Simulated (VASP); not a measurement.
Output of a VASP run:

File OSZICAR:
```
...
DAV:   3    -0.149855818149E+02    0.94010E-01   -0.27372E-01  3472   0.713E+00    0.307E-01
DAV:   4    -0.149797589958E+02    0.58228E-02   -0.32376E-02  3760   0.253E+00    0.192E-01
DAV:   5    -0.149786146158E+02    0.11444E-02   -0.86715E-03  3768   0.134E+00    0.732E-02
DAV:   6    -0.149777823642E+02    0.83225E-03   -0.34554E-03  3342   0.101E+00    0.186E-02
DAV:   7    -0.149777820866E+02    0.27758E-06   -0.94048E-04  4560   0.360E-01    0.155E-02
DAV:   8    -0.149777769907E+02    0.50959E-05   -0.10221E-04  3748   0.113E-01    0.871E-03
DAV:   9    -0.149777760435E+02    0.94717E-06   -0.40755E-05  4954   0.561E-02    0.352E-03
DAV:  10    -0.149777757051E+02    0.33839E-06   -0.32546E-06  2982   0.205E-02
   3 F= -.14977776E+02 E0= -.14973903E+02  d E =-.525895E-01
       N       E                     dE             d eps       ncg     rms          rms(c)
DAV:   1    -0.149781939161E+02   -0.41787E-03   -0.75903E-03  3396   0.121E+00    0.118E-01
DAV:   2    -0.149778605842E+02    0.33333E-03   -0.10111E-03  3404   0.541E-01    0.530E-02
DAV:   3    -0.149777771614E+02    0.83423E-04   -0.22013E-04  3628   0.177E-01    0.112E-02
DAV:   4    -0.149777723562E+02    0.48052E-05   -0.16607E-05  3996   0.470E-02    0.675E-03
DAV:   5    -0.149777697882E+02    0.25680E-05   -0.61530E-06  2998   0.257E-02    0.102E-03
DAV:   6    -0.149777697555E+02    0.32694E-07   -0.57935E-07  2136   0.102E-02
   4 F= -.14977770E+02 E0= -.14973887E+02  d E =-.525836E-01
       N       E                     dE             d eps       ncg     rms          rms(c)
DAV:   1    -0.149800762390E+02   -0.23065E-02   -0.51297E-02  3964   0.351E+00    0.285E-01
DAV:   2    -0.149784940073E+02    0.15822E-02   -0.58838E-03  3270   0.125E+00    0.143E-01
DAV:   3    -0.149779231824E+02    0.57082E-03   -0.16358E-03  4354   0.452E-01    0.356E-02
DAV:   4    -0.149778981119E+02    0.25070E-04   -0.15140E-04  3384   0.116E-01    0.179E-02
DAV:   5    -0.149778877321E+02    0.10380E-04   -0.69882E-05  4632   0.866E-02    0.475E-03
DAV:   6    -0.149778875476E+02    0.18449E-06   -0.80821E-06  3402   0.288E-02
   5 F= -.14977888E+02 E0= -.14974009E+02  d E =-.117792E-03
       N       E                     dE             d eps       ncg     rms          rms(c)
DAV:   1    -0.149780142910E+02   -0.12656E-03   -0.28273E-03  4032   0.822E-01    0.674E-02
DAV:   2    -0.149779242383E+02    0.90053E-04   -0.32683E-04  3294   0.292E-01    0.339E-02
DAV:   3    -0.149778925514E+02    0.31687E-04   -0.92744E-05  4374   0.107E-01    0.840E-03
DAV:   4    -0.149778911875E+02    0.13639E-05   -0.84550E-06  3286   0.275E-02    0.435E-03
DAV:   5    -0.149778905470E+02    0.64051E-06   -0.33849E-06  2532   0.209E-02
   6 F= -.14977891E+02 E0= -.14974012E+02  d E =-.120791E-03
       N       E                     dE             d eps       ncg     rms          rms(c)
DAV:   1    -0.149791085446E+02   -0.12174E-02   -0.28841E-02  3870   0.254E+00    0.203E-01
DAV:   2    -0.149782268083E+02    0.88174E-03   -0.32908E-03  3278   0.949E-01    0.105E-01
DAV:   3    -0.149779183205E+02    0.30849E-03   -0.69893E-04  4248   0.301E-01    0.272E-02
DAV:   4    -0.149779050663E+02    0.13254E-04   -0.84903E-05  3542   0.842E-02    0.947E-03
DAV:   5    -0.149779039485E+02    0.11178E-05   -0.96039E-06  3992   0.374E-02    0.242E-03
DAV:   6    -0.149779039134E+02    0.35149E-07   -0.59754E-07  2364   0.905E-03
   7 F= -.14977904E+02 E0= -.14973998E+02  d E =-.133664E-04
```

File OUTCAR:
```
------------------------ aborting loop because EDIFF is reached ----------------------------------------
  FORCE on cell =-STRESS in cart. coord.  units (eV):
  Direction    XX          YY          ZZ          XY          YZ          ZX
  --------------------------------------------------------------------------------------
  Total       -0.0113915     -0.0113915     -0.0215051      0.0000000      0.0000000      0.0000000
  in kB       -0.2711089     -0.2711089     -0.5118030      0.0000000      0.0000000      0.0000000
  external PRESSURE =      -0.3513403 kB  Pullay stress =       0.0000000 kB
  volume of cell :       67.32
      direct lattice vectors                 reciprocal lattice vectors
     4.228120042  0.000000000  0.000000000     0.236511733  0.136550101  0.000000000
    -2.114060021  3.661659678 -0.000000000     0.000000000  0.273100203  0.000000000
     0.000000000 -0.000000000  4.348341101     0.000000000  0.000000000  0.229972759
 POSITION                                       TOTAL-FORCE (eV/Angst)
 -----------------------------------------------------------------------------------
      4.22812      0.00000     -0.00000        -0.000000      0.000000      0.000000
      2.11406      1.22055      2.17417         0.000000      0.000000     -0.000000
     -0.00000      2.44111      2.17417        -0.000000     -0.000000      0.000000
 -----------------------------------------------------------------------------------
    total drift:                                0.000000      0.000000      0.000000
  FREE ENERGIE OF THE ION-ELECTRON SYSTEM (eV)
  ---------------------------------------------------
  free  energy   TOTEN  =       -14.9779039134 eV

  energy  without entropy=      -14.9700929364  energy(sigma->0) =      -14.97399842

 reached required accuracy - stopping structural energy minimisation
```
(Selected blocks of OUTCAR.)

POSCAR:
```
LaGa2
1
    4.3092000000     0.0000000000     0.0000000000
   -2.1546000000     3.7318770000     0.0000000000
    0.0000000000     0.0000000000     4.4251000000
La Ga
1 2
Direct
  0.0000000000   0.0000000000   0.0000000000
  0.6666670000   0.3333330000   0.5000000000
  0.3333330000   0.6666670000   0.5000000000
```

Problem. Write an INCAR and KPOINTS that could have produced this output.

Solution. Several could match; the one computed here: the input of the run itself, LDA (Ceperley-Alder, Perdew-Zunger), plane waves, VASP's LDA PAW potentials (set 64).

File KPOINTS:
```
Automatic mesh
0
Gamma
9 9 8
0 0 0
```

### INCAR
```
SYSTEM = LaGa2
PREC = Accurate
ENCUT = 300
EDIFF = 1E-6
NELM = 100
ALGO = Normal
LREAL = .FALSE.
LASPH = .TRUE.
ISMEAR = 0
SIGMA = 0.1
LMAXMIX = 6
LWAVE = .FALSE.
LCHARG = .FALSE.
ISIF = 3
IBRION = 2
NSW = 50
EDIFFG = -0.01
```

POTCAR, in this order: La Ga_d (LDA.64 set). Program: vasp_std.

At this cut-off the stress carries a Pulay error, which pulls relaxed volumes low. Energy and stress use the plane-wave basis of the starting cell.

The structure comes from a measured LaGa2 entry (P6/mmm) of the Crystallography Open Database, whose conditions weren't checked. This run relaxes it. Symmetry was kept, so distortions that lower it aren't found. The run is one of a series of settings (EDIFFG = -0.01, IBRION = 2, ISIF = 3, NSW = 50 against the base run), some of them coarse on purpose. The electron count is odd and the run is not spin-polarised, which forces a metal.
